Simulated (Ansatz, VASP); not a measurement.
**Two plane-wave programs on TaWC2**

INCAR

```
  PREC = Accurate
  ENCUT = 900
  EDIFF = 1E-6
  ISMEAR = -1
  SIGMA = 0.05
  LREAL = False
  LASPH = True
  NELM = 100
  ALGO = Normal
  ISIF = 2
  LWAVE = False
  LCHARG = False
  LMAXMIX = 4
  GGA = PE
  NBANDS = 26
```

The input KPOINTS:

```
regular mesh
0
Gamma
  7 7 7
```

The input POSCAR:

```
TaWC2
1.0
    1.5718551461      0.9075109917      5.1016196719
   -1.5718551461      0.9075109917      5.1016196719
    0.0000000000     -1.8150219835      5.1016196719
W Ta C
1 1 2
Direct
    0.0000000000      0.0000000000      0.0000000000
    0.5000000000      0.5000000000      0.5000000000
    0.2509330000      0.2509330000      0.2509330000
    0.7490670000      0.7490670000      0.7490670000
```

Contents of KPOINTS_OPT:

```
path GLB1,BZGX,QFP1Z,LP
15
line-mode
reciprocal
 0.0000000000  0.0000000000  0.0000000000  G
 0.5000000000  0.0000000000  0.0000000000  L

 0.5000000000  0.0000000000  0.0000000000  L
 0.5000000000  0.1877624847 -0.1877624847  B1

 0.8122375153  0.5000000000  0.1877624847  B
 0.5000000000  0.5000000000  0.5000000000  Z

 0.5000000000  0.5000000000  0.5000000000  Z
 0.0000000000  0.0000000000  0.0000000000  G

 0.0000000000  0.0000000000  0.0000000000  G
 0.3438812424  0.0000000000 -0.3438812424  X

 0.6561187576  0.3438812424  0.0000000000  Q
 0.5000000000  0.5000000000  0.0000000000  F

 0.5000000000  0.5000000000  0.0000000000  F
 0.6561187576  0.6561187576  0.1877624847  P1

 0.6561187576  0.6561187576  0.1877624847  P1
 0.5000000000  0.5000000000  0.5000000000  Z

 0.5000000000  0.0000000000  0.0000000000  L
 0.8122375153  0.3438812424  0.3438812424  P
```

Contents of input.yaml:

```yaml
crystal:
  lattice:
    - [1.5718551461, 0.9075109917, 5.1016196719]
    - [-1.5718551461, 0.9075109917, 5.1016196719]
    - [0.0, -1.8150219835, 5.1016196719]
  atoms:
    - { symbol: W, position: [0.0, 0.0, 0.0] }
    - { symbol: Ta, position: [0.5, 0.5, 0.5] }
    - { symbol: C, position: [0.250933, 0.250933, 0.250933] }
    - { symbol: C, position: [0.749067, 0.749067, 0.749067] }
hamiltonian:
  xc: pbe
  pseudopotentials: { kind: paw }
kpoints:
  mp_grid: { grid: [7, 7, 7] }
  band_path:
    path:
      - [[0.0, 0.0, 0.0], [0.5, 0.0, 0.0], [0.5, 0.1877624847, -0.1877624847]]
      - [[0.8122375153, 0.5, 0.1877624847], [0.5, 0.5, 0.5], [0.0, 0.0, 0.0], [0.3438812424, 0.0, -0.3438812424]]
      - [[0.6561187576, 0.3438812424, 0.0], [0.5, 0.5, 0.0], [0.6561187576, 0.6561187576, 0.1877624847], [0.5, 0.5, 0.5]]
      - [[0.5, 0.0, 0.0], [0.8122375153, 0.3438812424, 0.3438812424]]
    npoints: 14
scf:
  occupations: { method: fermi_dirac, width: 0.05 }
  n_extra_bands: 10
output:
  forces: true
  stress: true
  eigenvalues: true
  fatbands: false
```

The cell comes from a database or a generator and needn't be the stable form of this composition.

Alike in both runs: task band structure; functional PBE; k mesh 7 × 7 × 7; occupations fermi-dirac, width 0.05 eV; no spin polarisation.

```csv
,VASP,Ansatz
version,VASP 6.6.1,Ansatz 0.2.0
potentials or method,"VASP PAW PBE potentials, release 64 (W_sv_GW, Ta_sv_GW, C_GW)",Ansatz PAW
plane-wave cutoff (eV),900,420
valence electrons in the cell,35,35
```

VASP gave:

| Property | Result |
| --- | --- |
| gap on the k mesh at the Fermi level (eV) | none |
| pressure (GPa) | -2.6 |
| largest component of the traceless stress (GPa) | 1.40 |
| rms of the force components (eV/Å) | 0.017 |

What did Ansatz give for the same quantities?

gap on the k mesh at the Fermi level (eV): none; pressure (GPa): -2.5; largest component of the traceless stress (GPa): 1.39; rms of the force components (eV/Å): 0.013.

Atom by atom the forces differ by 0.005 eV/Å (rms over components). A gap of «none» marks a metal or a gap that the smearing closes. With one functional, cell and mesh, what is left measures potentials, basis and numerics.

Caveats: spin-orbit coupling is left out, which moves the levels of the heavy elements; the pressure holds a Pulay correction of +0.3 GPa for the finite cutoff (Ansatz).
